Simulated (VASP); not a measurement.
Method: PBE GGA, VASP's PBE PAW potentials (set 64) (plane waves; VASP).

A VASP calculation is set up with these files.

**INCAR**
```
PREC = Accurate
LWAVE = F
NELM = 100   # most electronic steps
GGA = PE   # PBE
ISIF = 3   # ions, shape and volume
SIGMA = 0.05   # width (eV)
LMAXMIX = 4
PSTRESS = 20
SYSTEM = CdTe
EDIFFG = -0.01
LASPH = T
EDIFF = 1E-7
LREAL = F
ENCUT = 480   # plane-wave cut-off (eV)
LCHARG = F
IBRION = 2   # conjugate gradients
ALGO = Normal   # blocked Davidson
NSW = 40
ISMEAR = 0
```

File KPOINTS:
```
Regular mesh
0
G
6 6 6
0 0 0
```

### POSCAR
```
CdTe
1
   -0.0000000000     3.3040962557     3.3040962557
    3.3040962557    -0.0000000000     3.3040962557
    3.3040962557     3.3040962557     0.0000000000
Cd Te
1 1
Direct
  1.0000000000   0.0000000000   0.0000000000
  0.2500000000   0.2500000000   0.2500000000
```

POTCAR, in this order: Cd Te (PBE.64 set). Program: vasp_std.

Energy and stress use the plane-wave basis of the starting cell. Unless said otherwise, spin-orbit coupling is left out, though it shifts the bands of the heavy elements here.

Q: What does the run give for the energy per atom (σ→0), volume per atom, band gap (on the k-mesh)?

A: 
```json
{
  "energy per atom (σ→0)": "-230.9 kJ/mol of atoms",
  "band gap (on the k-mesh)": "0.72 eV",
  "volume_per_atom": "34.56 Å³/atom"
}
```

OSZICAR:
```
...
DAV:   3    -0.478638069810E+01    0.33458E-02   -0.81003E-03   441   0.100E+00    0.409E-01
DAV:   4    -0.478583800961E+01    0.54269E-03   -0.91588E-04   451   0.243E-01    0.718E-02
DAV:   5    -0.478580636702E+01    0.31643E-04   -0.10612E-04   421   0.137E-01    0.490E-02
DAV:   6    -0.478580581475E+01    0.55227E-06   -0.24014E-05   434   0.503E-02    0.117E-02
DAV:   7    -0.478580585948E+01   -0.44731E-07   -0.40067E-06   501   0.264E-02    0.307E-03
DAV:   8    -0.478580632897E+01   -0.46949E-06   -0.57398E-07   436   0.880E-03    0.146E-03
DAV:   9    -0.478580635368E+01   -0.24711E-07   -0.75644E-08   363   0.280E-03
   3 F= -.39230096E+01 E0= -.39230096E+01  d E =-.170587E-01
```

The compound is CdTe in the zinc blende structure. This run relaxes it under an external pressure of 2 GPa. Symmetry was kept, so distortions that lower it aren't found.
